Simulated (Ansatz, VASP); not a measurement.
## SrPdN: VASP beside Ansatz

Wanted: the spread between two codes on one cell, functional and k mesh. The cell is generated by rule, not measured, and may not be a known phase. The cell is taken from a series of runs on this material, whose earlier steps may have relaxed, scaled, displaced or heated it; both programs get it as it stands.

Program: Ansatz 0.2.0. Level of theory: plane waves, with VASP 6.6.1 beside it; relaxation of cell and atoms at PBE with D3(BJ). Results are calculated unless marked as measured.

The structure was built from a prototype and need not be the compound's stable phase.

### Step 1. The structure

Symmetry: P-6m2, No. 187, hexagonal system. Conventional cell: a = 3.773 Å, b = 3.773 Å, c = 4.066 Å, α = 90.00°, β = 90.00°, γ = 120.00°. Sr has 6 N at 2.98 Å and 6 Pd at 2.98 Å nearest. Nearest to N lie 3 Pd at 2.18 Å and 6 Sr at 2.98 Å. Nearest to Pd lie 3 N at 2.18 Å. Farther neighbours and most contacts between anions are not listed.

### Step 2. Ansatz: relaxation of cell and atoms, PBE with D3(BJ), pair 1

Ansatz runs on its default PAW (the set named soft_2) files.

The relaxed volume is the usual yardstick between codes: in a stiff, nearly cubic crystal its relative difference is about their pressure difference at one cell divided by the bulk modulus.

Input file input.yaml:

```yaml
crystal:
  lattice:
    - [3.7728314166, 0.0, 0.0]
    - [-1.8864157083, 3.267367851, 0.0]
    - [0.0, 0.0, 4.0658287257]
  atoms:
    - { symbol: Sr, position: [0.0, 0.0, 0.0] }
    - { symbol: "N", position: [0.6666666667, 0.3333333333, 0.5] }
    - { symbol: Pd, position: [0.3333333333, 0.6666666667, 0.5] }
kpoints:
  mp_grid: { grid: [15, 15, 10] }
hamiltonian:
  xc: pbe
  dispersion: d3bj
scf:
  occupations: { method: gaussian, width: 0.1 }
output:
  forces: true
  stress: true
  eigenvalues: true
relax:
  adjacent_minimum: "off"
  f_tol: 0.005
  max_steps: 80
  cell: { stress_tol: 0.05 }
```

Command:

```sh
> ansatz run input.yaml --threads 8 --pin off --max-ram 14336MiB --backend cpu --events-out ev --progress --plain --runs-dir out
```

Numbers of over 12 decimals in the logs are rounded to 6 here.

What it wrote:

```text
Engine: ansatz 0.2.0, aarch64-unknown-linux-gnu
Pseudopotentials: kind: paw
Pseudopotential: Sr, paw, valence charge 10, recommended cutoff 420 eV (normal), Sr.paw.azcp
Pseudopotential: N, paw, valence charge 5, recommended cutoff 420 eV (normal), N.paw.azcp
Pseudopotential: Pd, paw, valence charge 18, recommended cutoff 420 eV (normal), Pd.paw.azcp
Functional definition: PBE
  parameter kappa = 0.804
  parameter beta = 0.066725
  exchange = pbe_x(kappa = kappa, mu = beta*pi^2/3)
  correlation = pbe_c(beta = beta)
Crystal: 3 atoms, lattice volume = 50.120 Å³
Basis set: ecut = 420 eV, 985 PW (Γ), exchange–correlation on 54×54×60 points (8 copies of the dense FFT grid, shifted against one another)
Bands: 21, of which v1, the nominal top of the filled ones, is band 17 counted from 1 (16 counted from 0)
Symmetry: 12 space group operations
Space group: P-6m2 (ITA 187), of the structure as read, at distance tolerance 3.7e-5 Å
k-points: 162 of 2250 (time reversal used)
Non-local potential: Sr, projectors of the file, l = 0: 3, l = 1: 2, l = 2: 2
Non-local potential: N, projectors of the file, l = 0: 2, l = 1: 2, l = 2: 1
Non-local potential: Pd, projectors of the file, l = 0: 2, l = 1: 2, l = 2: 2, l = 3: 1
PAW form: soft (Blöchl's): semilocal exchange-correlation on the pseudo side does not see the compensation charge
PAW one-centre angular grid: Sr, 110 points (default); XC on 64 Gauss nodes
PAW one-centre angular grid: N, 110 points (default); XC on 64 Gauss nodes
PAW one-centre angular grid: Pd, 590 points (default); XC on 64 Gauss nodes
Initial density: superposition of atomic densities (neutral atoms: chi_scale 0, normalization atom), corrected by the library's trained network
Initial wavefunctions: pseudopotential atomic-orbital guess
Functional: x = pbe(κ = 0.804, μ = 0.219515), c = pbe(β = 0.066725)
SCF iter   1: F=—  HF=-10902.340050 eV  |F-HF|=—  |Δ(HF+E_count)|=         —  Δρ=8.66e-3  dr2=5.20e-2  ethr=1.77e-3  ⟨swp⟩=6.2  Hψ=17953  notcnv=0
preconditioner: auto → Kerker (q_TF=auto, 2.545 Å⁻¹)  [metal: Δε(μ)=0.022 eV  Ē_g=11.119 eV  σ=0.100 eV  W_gap=0.12  n_scr=20 (ndim 8)  ℏωp=25.2 eV  f_vac=0.000  D(μ)=1.64/eV (n_scr^D=8)]
SCF iter   2: F=—  HF=-10902.336273 eV  |F-HF|=—  |Δ(HF+E_count)|=   3.78e-3  Δρ=3.74e-3  dr2=8.61e-3  ethr=1.58e-4  ⟨swp⟩=1.2  Hψ=4778  notcnv=0
SCF iter   3: F=—  HF=-10902.334706 eV  |F-HF|=—  |Δ(HF+E_count)|=   1.57e-3  Δρ=1.18e-3  dr2=1.83e-3  ethr=2.61e-5  ⟨swp⟩=2.1  Hψ=5270  notcnv=0
SCF iter   4: F=—  HF=-10902.334325 eV  |F-HF|=—  |Δ(HF+E_count)|=   3.82e-4  Δρ=4.70e-4  dr2=2.98e-4  ethr=5.54e-6  ⟨swp⟩=1.6  Hψ=3862  notcnv=0
SCF iter   5: F=—  HF=-10902.334247 eV  |F-HF|=—  |Δ(HF+E_count)|=   7.76e-5  Δρ=1.36e-4  dr2=1.12e-5  ethr=9.03e-7  ⟨swp⟩=2.7  Hψ=5027  notcnv=0
SCF iter   6: F=—  HF=-10902.334257 eV  |F-HF|=—  |Δ(HF+E_count)|=   9.88e-6  Δρ=3.58e-5  dr2=9.76e-7  ethr=3.40e-8  ⟨swp⟩=2.1  Hψ=5065  notcnv=0
SCF iter   7: F=-10902.334257 eV  HF=-10902.334257 eV  |F-HF|=1.38e-8  |Δ(HF+E_count)|=   3.39e-7  Δρ=9.85e-6  dr2=7.05e-8  ethr=3.03e-10  ⟨swp⟩=5.9  Hψ=17515  notcnv=0
SCF 1 converged in 7 iterations: F = -10902.334257 eV  dr2 = 7.05e-8
  greatest PAW one-centre occupation: 0.999 electrons in one spin orbital (limit 2), on the Pd atom at site 2 (counted from 0), in its partial waves of l = 0
relax step   1: F+E_penalty+E_count = -10902.33425746 eV  Δ(F+E_penalty+E_count) = +0.000e0 eV  max|allowed force component| = 1.419e-16 eV/Å  Δτ_max = 0.0000 Å  P = -0.186 GPa  Ω = 50.120 Å³  (7 SCF iters, dr2 threshold 1.00e-7 eV, accepted)
[...]
relax step   2: F+E_penalty+E_count = -10902.33451897 eV  Δ(F+E_penalty+E_count) = -2.615e-4 eV  max|allowed force component| = 1.357e-16 eV/Å  Δτ_max = 0.0000 Å  P = +0.142 GPa  Ω = 49.934 Å³  energy of the carried Pulay correction = +2.529e-4 eV  (6 SCF iters, dr2 threshold 1.40e-7 eV, accepted)
[...]
relax step   3: F+E_penalty+E_count = -10902.33446005 eV  Δ(F+E_penalty+E_count) = +5.892e-5 eV  max|allowed force component| = 9.252e-17 eV/Å  Δτ_max = 0.0000 Å  P = -0.004 GPa  Ω = 50.020 Å³  energy of the carried Pulay correction = +1.351e-4 eV  (6 SCF iters, dr2 threshold 1.40e-7 eV, accepted)
[...]
relax step   4: F+E_penalty+E_count = -10902.33432398 eV  Δ(F+E_penalty+E_count) = +1.361e-4 eV  max|allowed force component| = 4.318e-17 eV/Å  Δτ_max = 0.0000 Å  P = -0.007 GPa  Ω = 50.020 Å³  stress off target by 8.42e-3 GPa  SCF on the basis re-selected at this cell (its energy is not comparable with the rows above)  (9 SCF iters)
basis re-selected at this cell: Δ(F+E_penalty+E_count) = +1.361e-4 eV, ΔP = -0.003 GPa vs the last step (what re-selecting the basis moved, of the pressure what is left beyond the Pulay correction that the steps carried, after the strain that the cell walked since its last selection, with what the two solves' SCF thresholds leave and, on support functions, any second-order correction that the steps lacked; it is no m [...]
SCF converged after 9 iterations
Free energy (F): -10902.334324 eV
Harris-Foulkes:  -10902.334324 eV  (|F-HF|=0.00e0)
Internal energy: -10902.327041 eV  (E = F + TS)
E sigma→0 (E₀):  -10902.330682 eV
Entropy (-TS):   -0.007283 eV (-2.428 meV/atom)
Fermi energy:    13.007322 eV
--- Per-component energies (eV) ---
  E_band       = -280.380566
  E_kinetic    = 890.094223
  E_local      = -3274.448210  (includes V_loc(G=0)·N_el)
  E_nonlocal   = 464.967376
  E_hartree    = 1239.708152
  E_xc         = -402.946795
  E_vxc        = -451.231751  (∫ρ·V_xc dr)
  E_paw        = -6571.831777  (= ΣΔE_a)
  E_vpaw       = -389.178810  (= ΣTr[D̂ρ^β])
  E_aug_tail   = 0.000303  (compensation charges beyond the density's cutoff)
  E_ewald      = -3246.764028
  E_disp       = -1.106285  (pairwise vdW)
  E_smearing   = -0.007283  (= −TS)
  E_closure    = -0.000000  (closes the sum)
  Σ components = -10902.334324   (vs F -10902.334324, Δ=0.00e0)
--- Forces (eV/Å), atoms counted from 1 ---
  atom   1  Sr     0.00000000     0.00000000     0.00000000
  atom   2  N      0.00000000     0.00000000     0.00000000
  atom   3  Pd    -0.00000000     0.00000000     0.00000000
  max |Σ_I F_I| component: 1.30e-16 eV/Å
--- Stress (GPa, compression-positive) ---
       -0.008422      -0.000000       0.000000
       -0.000000      -0.008422       0.000000
        0.000000       0.000000      -0.004409
  P = ⅓ Tr σ = -0.0071 GPa (-0.071 kbar)
--- Band table (eV; the first three rows and the last of 162) ---
  k-point 0: bands = [... 13 lower, 10.2852, 11.3937, 13.4062, 14.4337, 14.4337, 15.7536, 17.7023, 17.7023]
  k-point 1: bands = [... 13 lower, 10.2756, 11.2485, 13.6062, 14.4650, 14.4650, 15.7909, 17.6515, 17.6515]
  k-point 2: bands = [... 13 lower, 10.2451, 10.9608, 14.0879, 14.5530, 14.5530, 15.8561, 17.5800, 17.5800]
  k-point 161: bands = [... 13 lower, 10.7259, 10.7566, 11.1867, 12.4831, 14.6402, 17.7279, 18.3740, 19.0793]
--- Relaxed structure (3 steps of the walk, 3 accepted, 1 SCFs on fresh bases) ---
  F+E_penalty+E_count = -10902.33432398 eV   max|allowed force component| = 4.318e-17 eV/Å   (the final SCF, on the basis selected at the relaxed cell)
  cell:  # Å, volume = 50.0198 Å³
    - [3.771672, 0, 0.0]
    - [-1.885836, 3.266364, 0.0]
    - [0.0, 0.0, 4.060159]
  atoms:
    - { symbol: Sr, position: [0, 0, 0.0] }
    - { symbol: N, position: [0.666667, 0.333333, 0.5] }
    - { symbol: Pd, position: [0.333333, 0.666667, 0.5] }
```

Reading the cycles: dr2 is the Hartree energy of the density residual (eV), the measure of convergence; HF is the Harris–Foulkes estimate of the energy, which meets the free energy F at convergence.

### Step 3. VASP: relaxation of cell and atoms, PBE with D3(BJ), pair 1

The same cell, functional, mesh and smearing now go to VASP, with its own data sets.

Lines of VASP's logs that name or quote its potential files are left out, and so is its time.

Input file INCAR:

```
SYSTEM = SrPdN
PREC = Accurate
ENCUT = 600
EDIFF = 1E-07
NELM = 120
ISMEAR = 0
SIGMA = 0.1
LREAL = .FALSE.
ALGO = Normal
GGA = PE
IVDW = 12
NBANDS = 18
LASPH = .TRUE.
LORBIT = 11
LWAVE = .FALSE.
LCHARG = .FALSE.
ISIF = 3
IBRION = 2
NSW = 80
EDIFFG = -0.005
GGA_COMPAT = .FALSE.
NELMIN = 4
KPAR = 2
```

Input file POSCAR:

```
SrPdN
1.0
    3.7728310000      0.0000000000      0.0000000000
   -1.8864160000      3.2673680000      0.0000000000
    0.0000000000      0.0000000000      4.0658290000
Sr N Pd
1 1 1
Direct
    0.0000000000      0.0000000000      0.0000000000
    0.6666666667      0.3333333333      0.5000000000
    0.3333333333      0.6666666667      0.5000000000
```

Input file KPOINTS:

```
Automatic mesh
0
Gamma
15 15 10
0 0 0
```

PAW data sets: Sr_sv, N and Pd (PBE family, release 64).

Command:

```sh
> mpirun -np 2 vasp_std
```

What it wrote:

```text
[banner, memory and clock lines left out]
running    2 mpi-ranks, on    1 nodes
 distrk:  each k-point on    1 cores,    2 groups
 distr:  one band on    1 cores,    1 groups

 POSCAR found type information on POSCAR SrN Pd
 POSCAR found :  3 types and       3 ions
 LDA part: xc-table for (Slater+PW92), standard interpolation
 POSCAR, INCAR and KPOINTS ok, starting setup
 FFT: planning ... GRIDC
 FFT: planning ... GRID_SOFT
 FFT: planning ... GRID
 WAVECAR not read
 entering main loop
       N       E                     dE             d eps       ncg     rms          rms(c)
DAV:   1     0.152923270390E+03    0.15292E+03   -0.14210E+04  5832   0.149E+03
DAV:   2    -0.879352253888E+01   -0.16172E+03   -0.15708E+03  6664   0.307E+02
DAV:   3    -0.168044780966E+02   -0.80110E+01   -0.79089E+01  7862   0.669E+01
DAV:   4    -0.170485437813E+02   -0.24407E+00   -0.24389E+00  8150   0.949E+00
DAV:   5    -0.170511935797E+02   -0.26498E-02   -0.26494E-02  7868   0.101E+00    0.225E+01
DAV:   6    -0.158915618870E+02    0.11596E+01   -0.10776E+01  8252   0.297E+01    0.151E+01
DAV:   7    -0.153930015731E+02    0.49856E+00   -0.26096E+00  7014   0.158E+01    0.982E+00
DAV:   8    -0.153905371020E+02    0.24645E-02   -0.57076E-01  6246   0.544E+00    0.159E+00
DAV:   9    -0.153721755773E+02    0.18362E-01   -0.67727E-02  8572   0.146E+00    0.858E-01
DAV:  10    -0.153719738263E+02    0.20175E-03   -0.42971E-03  6422   0.477E-01    0.609E-01
DAV:  11    -0.153718468740E+02    0.12695E-03   -0.23868E-03  6370   0.365E-01    0.213E-01
DAV:  12    -0.153718040010E+02    0.42873E-04   -0.22086E-04  6792   0.120E-01    0.343E-02
DAV:  13    -0.153718047153E+02   -0.71429E-06   -0.95107E-06  7926   0.236E-02    0.142E-02
DAV:  14    -0.153718045417E+02    0.17360E-06   -0.13228E-06  7390   0.858E-03    0.535E-03
DAV:  15    -0.153718042137E+02    0.32806E-06   -0.20185E-07  7172   0.335E-03    0.213E-03
DAV:  16    -0.153718042868E+02   -0.73081E-07   -0.23286E-08  3692   0.118E-03
   1 F= -.16475502E+02 E0= -.16471868E+02  d E =-.164755E+02
 curvature:   0.00 expect dE= 0.000E+00 dE for cont linesearch  0.000E+00
 trial: gam= 0.00000 g(F)=  0.768E-45 g(S)=  0.906E-04 ort = 0.000E+00 (trialstep = 0.100E+01)
 search vector abs. value=  0.906E-04
 bond charge predicted
       N       E                     dE             d eps       ncg     rms          rms(c)
DAV:   1    -0.153750748035E+02   -0.32706E-02   -0.19122E-02  5880   0.121E+00    0.260E-01
DAV:   2    -0.153742691566E+02    0.80565E-03   -0.55456E-03  6126   0.628E-01    0.931E-02
DAV:   3    -0.153741435998E+02    0.12556E-03   -0.39632E-04  6444   0.211E-01    0.426E-02
DAV:   4    -0.153741138835E+02    0.29716E-04   -0.12380E-04  9358   0.799E-02    0.481E-02
DAV:   5    -0.153741138494E+02    0.34016E-07   -0.92433E-06  9956   0.203E-02    0.365E-02
DAV:   6    -0.153741152979E+02   -0.14485E-05   -0.47878E-06  9100   0.138E-02    0.567E-03
DAV:   7    -0.153741145049E+02    0.79302E-06   -0.19570E-06  9626   0.903E-03    0.217E-03
DAV:   8    -0.153741143325E+02    0.17239E-06   -0.13822E-07  4658   0.284E-03    0.126E-03
DAV:   9    -0.153741142618E+02    0.70706E-07   -0.21305E-08  3144   0.118E-03
   2 F= -.16475528E+02 E0= -.16471876E+02  d E =-.256327E-04
 trial-energy change:   -0.000026  1 .order   -0.000027   -0.000091    0.000037
 step:   0.6988(harm=  0.7118)  dis= 0.00000  next Energy=   -16.475533 (dE=-0.312E-04)
 bond charge predicted
       N       E                     dE             d eps       ncg     rms          rms(c)
DAV:   1    -0.153735189184E+02    0.59541E-03   -0.17351E-03  5868   0.364E-01    0.788E-02
DAV:   2    -0.153734432267E+02    0.75692E-04   -0.50683E-04  6100   0.190E-01    0.280E-02
DAV:   3    -0.153734327802E+02    0.10447E-04   -0.36213E-05  6428   0.638E-02    0.127E-02
DAV:   4    -0.153734304665E+02    0.23136E-05   -0.11229E-05  9338   0.241E-02    0.143E-02
DAV:   5    -0.153734309284E+02   -0.46187E-06   -0.85097E-07  9504   0.614E-03    0.109E-02
DAV:   6    -0.153734321562E+02   -0.12278E-05   -0.44461E-07  8860   0.419E-03    0.167E-03
DAV:   7    -0.153734323899E+02   -0.23372E-06   -0.12782E-07  4818   0.270E-03    0.626E-04
DAV:   8    -0.153734324303E+02   -0.40365E-07   -0.46300E-08  3136   0.129E-03
   3 F= -.16475533E+02 E0= -.16471886E+02  d E =-.310223E-04
 curvature:  -0.36 expect dE=-0.222E-05 dE for cont linesearch -0.224E-07
 trial: gam= 0.04254 g(F)=  0.984E-44 g(S)=  0.624E-05 ort = 0.239E-05 (trialstep = 0.940E+00)
 search vector abs. value=  0.661E-05
 reached required accuracy - stopping structural energy minimisation
```

OUTCAR, selected parts (step 3):

```text
ion  position               nearest neighbor table
   1  0.000  0.000  0.000-   2 2.98   2 2.98   3 2.98   3 2.98   2 2.98   3 2.98   2 2.98   3 2.98
                             2 2.98   2 2.98   3 2.98   3 2.98
   2  0.667  0.333  0.500-   3 2.18   3 2.18   3 2.18   1 2.98   1 2.98   1 2.98   1 2.98   1 2.98
                             1 2.98
   3  0.333  0.667  0.500-   2 2.18   2 2.18   2 2.18   1 2.98   1 2.98   1 2.98   1 2.98   1 2.98
                             1 2.98

  LATTYP: Found a hexagonal cell.
 ALAT       =     3.7728310000
 C/A-ratio  =     1.0776599853

 Subroutine GETGRP returns: Found 12 space group operations
 (whereof 12 operations were pure point group operations)

The static configuration has the point symmetry D_3h.

 Found    162 irreducible k-points:

   k-points           NKPTS =    162   k-points in BZ     NKDIM =    162   number of bands    NBANDS=     18

   dimension x,y,z NGX =    30 NGY =   30 NGZ =   32
   dimension x,y,z NGXF=    60 NGYF=   60 NGZF=   64

   ENCUT  =  600.0 eV  44.10 Ry    6.64 a.u.   7.54  7.54  8.12*2*pi/ulx,y,z

   NELECT =      25.0000    total number of electrons

 k-points in reciprocal lattice and weights: Automatic mesh
   0.00000000  0.00000000  0.00000000       0.000
   0.06666667 -0.00000000  0.00000000       0.003
   0.13333333  0.00000000  0.00000000       0.003
   0.20000000 -0.00000000  0.00000000       0.003
   0.26666667  0.00000000  0.00000000       0.003
   0.33333333 -0.00000000  0.00000000       0.003
   0.40000000 -0.00000000  0.00000000       0.003
   0.46666667 -0.00000000  0.00000000       0.003
   0.06666667  0.06666667  0.00000000       0.003
[...]
0.33333333  0.26666667  0.50000000       0.005
   0.33333333  0.33333333  0.50000000       0.001

 Edisp (eV)   -1.10141

 average (electrostatic) potential at core
       1 -34.8487       2 -62.8566       3 -74.8533

 E-fermi :   5.7803

 k-point     1 :       0.0000    0.0000    0.0000
  band No.  band energies     occupation
    ...
      7       0.7352      2.00000
      8       1.9204      2.00000
      9       3.0703      2.00000
     10       3.0703      2.00000
     11       4.1643      2.00000
     12       6.1655      0.00000
     13       7.1996      0.00000
     14       7.1996      0.00000
     15       8.4985      0.00000
     16      10.4415      0.00000
    ...

 k-point     2 :       0.0667   -0.0000    0.0000
  band No.  band energies     occupation
    ...
      7       0.7758      2.00000
      8       1.9573      2.00000
      9       3.0111      2.00000
     10       3.0597      2.00000
     11       4.2076      2.00000
     12       6.1809      0.00000
     13       7.1399      0.00000
     14       7.1991      0.00000
     15       8.5124      0.00000
     16      10.3676      0.00000
    ...

 k-point     3 :       0.1333    0.0000    0.0000
  band No.  band energies     occupation
    ...
      7       0.8951      2.00000
      8       2.0579      2.00000
      9       2.8487      2.00000
     10       3.0301      2.00000
     11       4.3352      2.00000
     12       6.0586      0.00008
     13       6.9572      0.00000
     14       7.3538      0.00000
     15       8.5507      0.00000
     16      10.2092      0.00000
    ...

 Edisp (eV)   -1.10210

  Total      -0.00924    -0.00924     0.01475     0.00000     0.00000     0.00000
  in kB      -0.29507    -0.29507     0.47068     0.00000     0.00000     0.00000
  external pressure =       -0.04 kB  Pullay stress =        0.00 kB

  energy-cutoff  :      600.00
  volume of cell :       50.19
      direct lattice vectors                 reciprocal lattice vectors
     3.774355603 -0.000000000  0.000000000     0.264945889  0.152966597  0.000000000
    -1.887178302  3.268688346  0.000000000     0.000000000  0.305933113  0.000000000
     0.000000000  0.000000000  4.068349921    -0.000000000 -0.000000000  0.245799899

 POSITION                                       TOTAL-FORCE (eV/Angst)
 -----------------------------------------------------------------------------------
      0.00000      0.00000      4.06835        -0.000000     -0.000000      0.000000
      1.88718      1.08956      2.03417         0.000000      0.000000     -0.000000
     -0.00000      2.17913      2.03417        -0.000000     -0.000000      0.000000
 -----------------------------------------------------------------------------------
    total drift:                               -0.000005     -0.000005     -0.000000

  FREE ENERGIE OF THE ION-ELECTRON SYSTEM (eV)
  ---------------------------------------------------
  free  energy   TOTEN  =       -16.4755332700 eV

  energy  without entropy=      -16.4682395142  energy(sigma->0) =      -16.47188639

 reached required accuracy - stopping structural energy minimisation

 total charge
# of ion       s       p       d       tot
------------------------------------------
    1        2.024   5.785   0.293   8.102
    2        1.249   2.248   0.000   3.497
    3        0.528   0.453   8.612   9.593
--------------------------------------------------
tot          3.801   8.486   8.905  21.192

[... 3 further parts left out ...]
```

### Step 4. Comparison

Known differences besides the potentials themselves: the data sets hold 33 valence electrons in Ansatz (on its default PAW (the set named soft_2) files) and 25 in VASP; the cutoff is 420 eV in Ansatz and 600 eV in VASP; Ansatz adds a Pulay correction to the stress that steers its cell, VASP none. Total energies have different zeros and are not compared.

Compared:

```
                                         quantity  Ansatz   VASP  difference
                                      volume (Å³)   50.02  50.19     -0.34 %
edge a after relaxation, in the typed setting (Å)   3.772  3.774     -0.07 %
edge c after relaxation, in the typed setting (Å)   4.060  4.068     -0.20 %
```

(Part 1 of 2 ends here.)

[Lines on the potential files, build, host, timing and source positions are cut from VASP's logs without a mark.]

[Logs are printed without paths, hosts, clocks, repeated set-up lines and the standing remarks that a program may print on its own settings, such as how far it seeks lower states.]

[Hosts, paths, dates, database ids (printed as entryN), source tags and the programs' standing remarks are cut or masked in the printed files.]
